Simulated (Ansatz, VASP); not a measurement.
**TePbS (1T-PbSTe, 1 layer) in two plane-wave programs**

Wanted: the spread between two codes on one cell, functional and k mesh. The structure shown is the start of the Ansatz relaxation below; VASP solves that cell, so the two are compared at the walk's first step.

Method: plane waves, with VASP 6.6.1 beside it; single point at PBE, in Ansatz 0.2.0.

## 1. The structure

The cell holds 3 atoms: 1 Te, 1 Pb and 1 S. Cell: a = 3.646 Å, b = 3.646 Å, c = 17.833 Å, α = 90.0°, β = 90.0°, γ = 120.0°. Vacuum lies along c.

## 2. Ansatz: relaxation, PBE

Ansatz runs on its default PAW (the set named soft_2) files.

The two programs are compared at the cell with which this relaxation starts, whose forces are those of its first step.

The input, input.yaml:

```yaml
crystal:
  lattice:
    - [3.645692, 0.0, 0.0]
    - [-1.822846, 3.1572618864, 0.0]
    - [0.0, 0.0, 17.8327315419]
  atoms:
    - { symbol: Te, position: [0.6666666667, 0.3333333333, 0.4205749401] }
    - { symbol: Pb, position: [0.0, 0.0, 0.5166517731] }
    - { symbol: S, position: [0.3333333333, 0.6666666667, 0.5794250599] }
kpoints:
  mp_grid: { grid: [12, 12, 1] }
hamiltonian:
  xc: pbe
scf:
  occupations: { method: fermi_dirac, width: 0.05 }
  convergence: { dr2_threshold: 1.0e-08 }
efield:
  axis: 3
  dipole_correction: true
  ramp_position: 0.97
  ramp_width: 0.04
relax:
  f_tol: 0.01
  cell: { fix: [c, alpha, beta] }
output:
  write_potential: true
  write_density: true
  volumetric_format: npy
```

Run with:

```sh
ansatz run input.yaml --threads 2 --pin off --max-ram 4096MiB --backend cpu --events-out ev --progress --plain --runs-dir out
```

Numbers of over 12 decimals in the logs are rounded to 6 here.

The program printed:

```text
Warning: relax.cell: scf.convergence.dr2_threshold = 1e-8 eV is looser than the 3e-10 eV advised for a relaxation that steers and ends on the stress (1e-10 eV for each atom of the cell: 3). What an SCF threshold leaves in a stress goes as its square root, and in the free energy as the threshold itself, and one threshold admits the most on a small cell: [figures from the program's tests cut] Set scf.convergence.dr2_threshold to 3e-10 eV or tighter. The threshold is an SCF's pass mark: one that does not reach it within its budget of iterations ends unconverged, or closes short of it on a stop that the run arms, and scf.convergence.dr2_threshold's page says what that costs each kind of run
Engine: ansatz 0.2.0, aarch64-unknown-linux-gnu
Pseudopotentials: kind: paw
Pseudopotential: Te, paw, valence charge 16, recommended cutoff 420 eV (normal), Te.paw.azcp
Pseudopotential: Pb, paw, valence charge 14, recommended cutoff 420 eV (normal), Pb.paw.azcp
Pseudopotential: S, paw, valence charge 6, recommended cutoff 420 eV (normal), S.paw.azcp
Functional definition: PBE
  parameter kappa = 0.804
  parameter beta = 0.066725
  exchange = pbe_x(kappa = kappa, mu = beta*pi^2/3)
  correlation = pbe_c(beta = beta)
Crystal: 3 atoms, lattice volume = 205.262 Å³
Basis set: ecut = 420 eV, 3935 PW (Γ), exchange–correlation on 50×50×240 points (8 copies of the dense FFT grid, shifted against one another)
Bands: 22, of which v1, the nominal top of the filled ones, is band 18 counted from 1 (17 counted from 0)
Symmetry: 6 space group operations
Space group: P3m1 (ITA 156), of the structure as read, at distance tolerance 5.9e-5 Å
k-points: 19 of 144 (time reversal used)
Non-local potential: Te, projectors of the file, l = 0: 2, l = 1: 2, l = 2: 2, l = 3: 2
Non-local potential: Pb, projectors of the file, l = 0: 2, l = 1: 2, l = 2: 2, l = 3: 2
Non-local potential: S, projectors of the file, l = 0: 2, l = 1: 2, l = 2: 2
PAW form: soft (Blöchl's): semilocal exchange-correlation on the pseudo side does not see the compensation charge
PAW one-centre angular grid: Te, 590 points (default); XC on 64 Gauss nodes
PAW one-centre angular grid: Pb, 590 points (default); XC on 64 Gauss nodes
PAW one-centre angular grid: S, 110 points (default); XC on 64 Gauss nodes
Initial density: superposition of atomic densities (neutral atoms: chi_scale 0, normalization atom), corrected by the library's trained network
Initial wavefunctions: pseudopotential atomic-orbital guess
Functional: x = pbe(κ = 0.804, μ = 0.219515), c = pbe(β = 0.066725)
SCF iter   1: F=—  HF=-19785.176793 eV  |F-HF|=—  |Δ(HF+E_count)|=         —  Δρ=1.59e-3  dr2=7.10e-3  ethr=1.77e-3  p=-0.002 e·Å  D=-1.69e-3 V/Å  ΔV_dip=0.03 eV  dr2_dipole=4.37e-4  V_vac-E_F(+/−)=4.90/4.87 eV  ⟨swp⟩=11.0  Hψ=3052  notcnv=0
efield: sawtooth ramp at fractional position 0.9700 (set: `efield.ramp_position`, or a place that a band, a saddle search or an elastic batch's reference lends), width 0.0400; the density the first Hamiltonian is built on has a dipole p = -0.002 e·Å; the dipole correction subtracts the counter field D = -1.69e-3 V/Å, which shifts the + side's vacuum level by +0.03 eV against the − side's; the planar-averaged density in the ramp window peaks in size at 3.5e-5 e/Å³
preconditioner: auto → LDOS  [metal: Δε(μ)=0.062 eV  Ē_g=14.478 eV  σ=0.050 eV  W_gap=0.28  n_scr=28 (ndim 8)  ℏωp=13.2 eV  f_vac=0.636  D(μ)=1.50/eV (n_scr^D=6)  β→1.0]
SCF iter   2: F=—  HF=-19785.177903 eV  |F-HF|=—  |Δ(HF+E_count)|=   1.11e-3  Δρ=8.50e-4  dr2=4.27e-3  ethr=1.97e-5  p=-0.005 e·Å  D=-4.83e-3 V/Å  ΔV_dip=0.09 eV  dr2_dipole=1.09e-3  V_vac-E_F(+/−)=4.95/4.86 eV  ⟨swp⟩=3.2  Hψ=1042  notcnv=0
SCF iter   3: F=—  HF=-19785.177149 eV  |F-HF|=—  |Δ(HF+E_count)|=   7.54e-4  Δρ=3.09e-4  dr2=2.11e-4  ethr=1.19e-5  p=-0.011 e·Å  D=-9.35e-3 V/Å  ΔV_dip=0.17 eV  dr2_dipole=8.57e-8  V_vac-E_F(+/−)=4.97/4.80 eV  ⟨swp⟩=2.1  Hψ=792  notcnv=0
SCF iter   4: F=—  HF=-19785.177139 eV  |F-HF|=—  |Δ(HF+E_count)|=   1.02e-5  Δρ=9.77e-5  dr2=3.69e-5  ethr=5.87e-7  p=-0.011 e·Å  D=-9.43e-3 V/Å  ΔV_dip=0.17 eV  dr2_dipole=7.39e-6  V_vac-E_F(+/−)=4.97/4.81 eV  ⟨swp⟩=2.1  Hψ=789  notcnv=0
SCF iter   5: F=—  HF=-19785.177125 eV  |F-HF|=—  |Δ(HF+E_count)|=   1.37e-5  Δρ=3.57e-5  dr2=7.03e-6  ethr=1.02e-7  p=-0.011 e·Å  D=-9.65e-3 V/Å  ΔV_dip=0.17 eV  dr2_dipole=1.68e-6  V_vac-E_F(+/−)=4.98/4.81 eV  ⟨swp⟩=2.0  Hψ=721  notcnv=0
SCF iter   6: F=—  HF=-19785.177141 eV  |F-HF|=—  |Δ(HF+E_count)|=   1.62e-5  Δρ=8.66e-6  dr2=4.23e-7  ethr=1.95e-8  p=-0.011 e·Å  D=-9.79e-3 V/Å  ΔV_dip=0.17 eV  dr2_dipole=7.13e-8  V_vac-E_F(+/−)=4.98/4.80 eV  ⟨swp⟩=2.7  Hψ=749  notcnv=0
[...]
SCF 10 converged in 5 iterations: F = -19788.203156 eV  dr2 = 7.55e-10
relax step  10: F+E_penalty+E_count = -19788.20315616 eV  Δ(F+E_penalty+E_count) = -8.336e-6 eV  max|allowed force component| = 1.862e-4 eV/Å  Δτ_max = 0.0015 Å  P = +0.002 GPa  Ω = 226.401 Å³  energy of the carried Pulay correction = -1.138e-3 eV  fix = [c, alpha, beta]  reactions: c +0.002 GPa  (5 SCF iters, accepted)
Basis set: ecut = 420 eV, 4415 PW (Γ), exchange–correlation on 54×54×240 points (8 copies of the dense FFT grid, shifted against one another)
Initial wavefunctions: pseudopotential atomic-orbital guess (no wavefunctions were taken with the density)
iter 1 solved again at ethr=4.70e-7 eV; its pass at ethr=3.10e-3 eV (dr2=1.69e-4 eV) is discarded
SCF iter   1: F=—  HF=-19788.201942 eV  |F-HF|=—  |Δ(HF+E_count)|=         —  Δρ=1.65e-4  dr2=2.89e-6  ethr=4.70e-7  p=-0.050 e·Å  D=-3.97e-2 V/Å  ΔV_dip=0.71 eV  dr2_dipole=9.34e-10  V_vac-E_F(+/−)=6.01/5.30 eV  ⟨swp⟩=3.9  Hψ=3619  notcnv=0
efield: sawtooth ramp at fractional position 0.9700 (set: `efield.ramp_position`, or a place that a band, a saddle search or an elastic batch's reference lends), width 0.0400; the density the first Hamiltonian is built on has a dipole p = -0.050 e·Å; the dipole correction subtracts the counter field D = -3.97e-2 V/Å, which shifts the + side's vacuum level by +0.71 eV against the − side's; the planar-averaged density in the ramp window peaks in size at 4.0e-6 e/Å³
preconditioner: auto → LDOS  [metal: Δε(μ)=0.090 eV  Ē_g=12.478 eV  σ=0.050 eV  W_gap=0.39  n_scr=28 (ndim 8)  ℏωp=12.6 eV  f_vac=0.573  D(μ)=2.88/eV (n_scr^D=8)  β→1.0]
SCF iter   2: F=—  HF=-19788.204061 eV  |F-HF|=—  |Δ(HF+E_count)|=   2.12e-3  Δρ=1.93e-5  dr2=8.40e-7  ethr=8.03e-9  p=-0.050 e·Å  D=-3.96e-2 V/Å  ΔV_dip=0.71 eV  dr2_dipole=2.79e-11  V_vac-E_F(+/−)=6.01/5.30 eV  ⟨swp⟩=2.9  Hψ=819  notcnv=0
SCF iter   3: F=—  HF=-19788.204056 eV  |F-HF|=—  |Δ(HF+E_count)|=   4.80e-6  Δρ=6.75e-6  dr2=4.47e-8  ethr=2.33e-9  p=-0.050 e·Å  D=-3.97e-2 V/Å  ΔV_dip=0.71 eV  dr2_dipole=8.26e-10  V_vac-E_F(+/−)=6.01/5.30 eV  ⟨swp⟩=2.0  Hψ=760  notcnv=0
SCF iter   4: F=-19788.204061 eV  HF=-19788.204061 eV  |F-HF|=1.79e-7  |Δ(HF+E_count)|=   4.21e-6  Δρ=1.31e-6  dr2=3.96e-9  ethr=2.78e-11  p=-0.050 e·Å  D=-3.97e-2 V/Å  ΔV_dip=0.71 eV  dr2_dipole=1.28e-10  V_vac-E_F(+/−)=6.01/5.30 eV  ⟨swp⟩=12.2  Hψ=3375  notcnv=0
SCF 11 converged in 4 iterations: F = -19788.204061 eV  dr2 = 3.96e-9
relax step  11: F+E_penalty+E_count = -19788.20406086 eV  Δ(F+E_penalty+E_count) = -9.047e-4 eV  max|allowed force component| = 1.101e-4 eV/Å  Δτ_max = 0.0000 Å  P = -0.001 GPa  Ω = 226.401 Å³  fix = [c, alpha, beta]  reactions: c -0.000 GPa  stress off target by 8.24e-4 GPa on what of the cell is left free  SCF on the basis re-selected at this cell (its energy is not comparable with the rows above)  (4 SCF iters)
basis re-selected at this cell: Δ(F+E_penalty+E_count) = -9.047e-4 eV, ΔP = -0.002 GPa vs the last step (what re-selecting the basis moved, of the pressure what is left beyond the Pulay correction that the steps carried, after the strain that the cell walked since its last selection, with what the two solves' SCF thresholds leave and, on support functions, any second-order correction that the steps lacked; it is no measure of the basis error at this ecutwfc). The dense FFT grid was sized anew with the basis: this SCF ran on 27×27×120 points, the steps before it on 25×25×120, so part of this shift can come from that change (see relax.cell in the input reference). [rest of the remark cut]
WARN: The input density's exchange-correlation potential varies sharply where the density is thin. Do not read a vacuum level from v_tot or v_xc, or from such a field of the output density. On a cell that repeats whose density bears no net charge and no dipole along the vacuum's axis use v_es (v_loc + v_h of the components); under efield.dipole_correction with no amplitude use v_es + v_field, which holds any external [...]
SCF converged after 4 iterations
Free energy (F): -19788.204061 eV
Harris-Foulkes:  -19788.204061 eV  (|F-HF|=1.79e-7)
Internal energy: -19788.180107 eV  (E = F + TS)
E sigma→0 (E₀):  -19788.192084 eV
Entropy (-TS):   -0.023954 eV (-7.985 meV/atom)
Fermi energy:    -0.505435 eV
Dipole field:    D = -0.039735 V/Å  (p = -0.049715 e·Å, saw-weighted, corrected)
Work function:   Φ+ = 6.0085 eV   Φ− = 5.2999 eV
Levels:          The Fermi level and band energies are counted from a zero that moves with the ramp; work functions are not
--- Per-component energies (eV) ---
  E_band       = -625.973328
  E_kinetic    = 573.046042
  E_local      = -15138.587715  (includes V_loc(G=0)·N_el)
  E_nonlocal   = 69.023198
  E_hartree    = 7456.406006
  E_xc         = -439.556985
  E_vxc        = -320.506187  (∫ρ·V_xc dr)
  E_paw        = -15669.329535  (= ΣΔE_a)
  E_vpaw       = -721.393436  (= ΣTr[D̂ρ^β])
  E_aug_tail   = -0.000144  (compensation charges beyond the density's cutoff)
  E_efield     = 0.000988  (sawtooth field / dipole correction)
  E_vefield    = -0.366418  (∫n·V_field dr)
  E_ewald      = 3360.818038
  E_smearing   = -0.023954  (= −TS)
  E_closure    = -0.000000  (closes the sum)
  Σ components = -19788.204061   (vs F -19788.204061, Δ=0.00e0)
--- Forces (eV/Å), atoms counted from 1 ---
  atom   1  Te     0.00000000    -0.00000000     0.00010785
  atom   2  Pb    -0.00000000     0.00000000    -0.00011123
  atom   3  S      0.00000000    -0.00000000     0.00000010
  max |Σ_I F_I| component: 3.28e-6 eV/Å
--- Stress (GPa, compression-positive) ---
       -0.000824      -0.000000       0.000000
       -0.000000      -0.000824       0.000000
        0.000000       0.000000      -0.000225
  P = ⅓ Tr σ = -0.0006 GPa (-0.006 kbar)
--- Band table (eV; the first three rows and the last of 19) ---
  k-point 0: bands = [... 14 lower, -1.4185, -1.4185, -0.4289, 0.7221, 0.7221, 2.8381, 4.3813, 4.3813]
  k-point 1: bands = [... 14 lower, -1.8405, -1.4967, -0.3066, 0.2984, 0.6166, 3.1143, 3.9075, 4.4412]
  k-point 2: bands = [... 14 lower, -2.3153, -1.7007, -0.9928, 0.0802, 0.3588, 3.0268, 3.8181, 4.5350]
  k-point 18: bands = [... 14 lower, -3.5074, -3.4461, -2.3134, -1.4341, -1.0173, 2.7446, 2.9872, 4.4498]
--- Relaxed structure (10 steps of the walk, 10 accepted, 1 SCFs on fresh bases) ---
  F+E_penalty+E_count = -19788.20406086 eV   max|allowed force component| = 1.101e-4 eV/Å   (the final SCF, on the basis selected at the relaxed cell)
  cell:  # Å, volume = 226.4010 Å³
    - [3.828819, -1.355414728072956e-17, 0]
    - [-1.914410, 3.315855, 0]
    - [0, 0, 17.8327315419]
  atoms:
    - { symbol: Te, position: [0.666667, 0.333333, 0.382822] }
    - { symbol: Pb, position: [1.3293766805409317e-18, 0, 0.523996] }
    - { symbol: S, position: [0.333333, 0.666667, 0.609834] }
```

[end of part 1 of 2]

[Lines on the potential files, build, host, timing and source positions are cut from VASP's logs without a mark.]

[Logs are printed without paths, hosts, clocks, repeated set-up lines and the standing remarks that a program may print on its own settings, such as how far it seeks lower states.]

[Hosts, paths, dates, database ids (printed as entryN), source tags and the programs' standing remarks are cut or masked in the printed files.]
